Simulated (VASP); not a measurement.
Method: PBEsol GGA, VASP's PBE PAW potentials (set 64) (plane waves; VASP).

The input files of a VASP run:

**KPOINTS**
```
k-points along high-symmetry lines
12
Line-mode
Reciprocal
  0.000000   0.000000   0.000000 ! GAMMA
  0.000000   0.500000   0.000000 ! X

  0.000000   0.500000   0.000000 ! X
  0.500000   0.500000   0.000000 ! M

  0.500000   0.500000   0.000000 ! M
  0.000000   0.000000   0.000000 ! GAMMA

  0.000000   0.000000   0.000000 ! GAMMA
  0.500000   0.500000   0.500000 ! R

  0.500000   0.500000   0.500000 ! R
  0.000000   0.500000   0.000000 ! X

  0.500000   0.500000   0.500000 ! R
  0.500000   0.500000   0.000000 ! M

  0.500000   0.500000   0.000000 ! M
  0.500000   0.000000   0.000000 ! X_1
```

INCAR:
```
SIGMA  =  0.05
LMAXMIX  =  4
ICHARG  =  11   # fixed density
MAGMOM  =  0.9 0.9 0.9 0.9 -0.0 -0.0 -0.0 -0.0
LORBIT  =  11
ISPIN  =  2
GGA  =  PS   # PBEsol
LREAL  =  F   # projection in real space or not
SYSTEM  =  MnSi
LWAVE  =  F
ALGO  =  Normal   # blocked Davidson
EDIFF  =  1E-7   # SCF stop (eV)
PREC  =  Accurate
NELM  =  100   # most electronic steps
LASPH  =  T
ISMEAR  =  0   # Gaussian
ENCUT  =  400   # plane-wave cut-off (eV)
LCHARG  =  F
```

**POSCAR**
```
MnSi
8.92870
  0.4999999803   0.0000000000   0.0000000000
  0.0000000000   0.4999999803   0.0000000000
  0.0000000000   0.0000000000   0.4999999803
Mn Si
4 4
direct
  0.8627538165   0.6372461835   0.3627538165
  0.3627538165   0.8627538165   0.6372461835
  0.1372461835   0.1372461835   0.1372461835
  0.6372461835   0.3627538165   0.8627538165
  0.1545435136   0.3454564864   0.6545435136
  0.6545435136   0.1545435136   0.3454564864
  0.8454564864   0.8454564864   0.8454564864
  0.3454564864   0.6545435136   0.1545435136
```

POTCAR, in this order: Mn_pv Si (PBE.64 set). Program: vasp_std. Read from the step before: CHGCAR.

What VASP printed:

OSZICAR:
```
       N       E                     dE             d eps       ncg     rms          rms(c)
DAV:   1     0.688406982608E+03    0.68841E+03   -0.32719E+04 14824   0.165E+03
DAV:   2    -0.134856602760E+02   -0.70189E+03   -0.68011E+03 14182   0.501E+02
DAV:   3    -0.649613275836E+02   -0.51476E+02   -0.49161E+02 16244   0.142E+02
DAV:   4    -0.664888721576E+02   -0.15275E+01   -0.15164E+01 15900   0.238E+01
DAV:   5    -0.665159856626E+02   -0.27114E-01   -0.27082E-01 15966   0.358E+00
DAV:   6    -0.665168276502E+02   -0.84199E-03   -0.84183E-03 16252   0.630E-01
DAV:   7    -0.665168638453E+02   -0.36195E-04   -0.36193E-04 16442   0.128E-01
DAV:   8    -0.665168656472E+02   -0.18019E-05   -0.18011E-05 16314   0.267E-02
DAV:   9    -0.665168657632E+02   -0.11599E-06   -0.11696E-06 14586   0.638E-03
DAV:  10    -0.665168657675E+02   -0.43055E-08   -0.40988E-08  9366   0.119E-03
   1 F= -.66516866E+02 E0= -.66513066E+02  d E =-.759990E-02  mag=     3.7650
```

### OUTCAR
```



 magnetization (x)

# of ion       s       p       d       tot
------------------------------------------
    1        0.001   0.009   0.987   0.996
    2        0.001   0.009   0.987   0.996
    3        0.001   0.009   0.987   0.996
    4        0.001   0.009   0.987   0.996
    5       -0.011  -0.029   0.000  -0.040
    6       -0.011  -0.029   0.000  -0.040
    7       -0.011  -0.029   0.000  -0.040
    8       -0.011  -0.029   0.000  -0.040
--------------------------------------------------
tot         -0.042  -0.083   3.948   3.824
```
(Selected blocks of OUTCAR.)

File OUTCAR:
```
 val. band max:       11.5244500991   @ k =   0.1818   0.1818   0.0000

 cond. band min:      11.5286247937   @ k =   0.3182   0.3182   0.0000



 spin component 1

 k-point     1 :       0.0000    0.0000    0.0000
  band No.  band energies     occupation
      1     -36.6879      1.00000
      2     -36.6879      1.00000
      3     -36.6879      1.00000
      4     -36.6054      1.00000
      5     -36.6054      1.00000
      6     -36.6054      1.00000
      7     -36.6029      1.00000
      8     -36.6029      1.00000
      9     -36.5190      1.00000
     10     -36.5190      1.00000
     11     -36.5190      1.00000
     12     -36.4572      1.00000
     13      -1.6157      1.00000
     14       3.5691      1.00000
     15       3.5691      1.00000
     16       3.5691      1.00000
     17       6.4896      1.00000
     18       6.4896      1.00000
     19       6.4896      1.00000
     20       7.8827      1.00000
     21       7.8827      1.00000
     22       7.8827      1.00000
     23       8.4432      1.00000
     24       8.6923      1.00000
     25       8.6923      1.00000
     26       8.9628      1.00000
     27       8.9628      1.00000
     28       8.9628      1.00000
     29       9.5427      1.00000
     30       9.5427      1.00000
     31       9.5427      1.00000
     32      11.2139      1.00000
     33      11.2139      1.00000
     34      11.2139      1.00000
     35      11.2969      1.00000
     36      11.2969      1.00000
     37      12.3849      0.00000
     38      12.3849      0.00000
     39      12.3849      0.00000
     40      14.7505      0.00000
     41      14.7505      0.00000
     42      14.7505      0.00000

 k-point     2 :       0.0000    0.0455    0.0000
  band No.  band energies     occupation
      1     -36.6930      1.00000
      2     -36.6882      1.00000
      3     -36.6821      1.00000
      4     -36.6096      1.00000
      5     -36.6067      1.00000
...
```

The density is held fixed in this step, so its total energy and stress have no physical meaning. The moments were started parallel, and other spin orders were not tried in this run.

The compound is MnSi in the B20 structure. It was relaxed first, which changed the volume by -6 %.
